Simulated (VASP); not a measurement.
Input for VASP

File KPOINTS:
```
Regular mesh
0
Gamma
 8 8 8
```

File POSCAR:
```
CdSe
1.0
  0.0000000000   3.0396860779   3.0396860779
  3.0396860779   0.0000000000   3.0396860779
  3.0396860779   3.0396860779   0.0000000000
Cd Se
1 1
Cart
  0.0000000000   0.0000000000   0.0000000000
  1.5198430389   1.5198430389   1.4698430390
```

### INCAR
```
! general
SYSTEM   =  CdSe
PREC     =  Accurate
ENCUT    =  480
LREAL    =  .FALSE.
LASPH    =  .TRUE.   ! aspherical one-centre terms

! electronic loop
EDIFF    =  1E-7   ! SCF stop (eV)
NELM     =  100   ! most electronic steps
ALGO     =  Normal   ! blocked Davidson
LMAXMIX  =  4   ! l cut-off of mixed one-centre charges

! smearing
ISMEAR   =  0
SIGMA    =  0.05

! functional
GGA      =  PS

! ions
ISIF     =  2   ! forces and stress, cell fixed

! output
LWAVE    =  .FALSE.
LCHARG   =  .FALSE.
```

POTCAR, in this order: Cd Se (PBE.64 set). Program: vasp_std.

### Question
Write an equivalent input for Quantum ESPRESSO's pw.x.

### Answer
One equivalent input (not run):
```
&CONTROL
  calculation = 'scf'
  pseudo_dir = './pseudo'
  outdir = './out'
  tprnfor = .true.
  tstress = .true.
/
&SYSTEM
  ibrav = 0
  nat = 2
  ntyp = 2
  ecutwfc = 102
  occupations = 'smearing'
  smearing = 'gaussian'
  degauss = 0.003675
  input_dft = 'pbesol'
/
&ELECTRONS
  conv_thr = 7.3e-09
  electron_maxstep = 100
/
ATOMIC_SPECIES
  Cd 112.414 Cd.upf
  Se 78.971 Se.upf
CELL_PARAMETERS angstrom
    -0.0000000    3.0396861    3.0396861
     3.0396861    0.0000000    3.0396861
     3.0396861    3.0396861   -0.0000000
ATOMIC_POSITIONS crystal
  Cd   0.0000000  0.0000000  0.0000000
  Se   0.2417755  0.2417755  0.2582245
K_POINTS automatic
  8 8 8 0 0 0
```
What does not carry over: the potentials are each code's own (VASP's PAW set, PseudoDojo norm-conserving files in pw.x), so ENCUT and ecutwfc are chosen apart and not converted; conv_thr bounds pw.x's estimated SCF error, while EDIFF bounds the energy change between steps.

The compound is CdSe in the zinc blende structure, whereas wurtzite is the usual form. This cell was strained or had an atom moved on purpose.
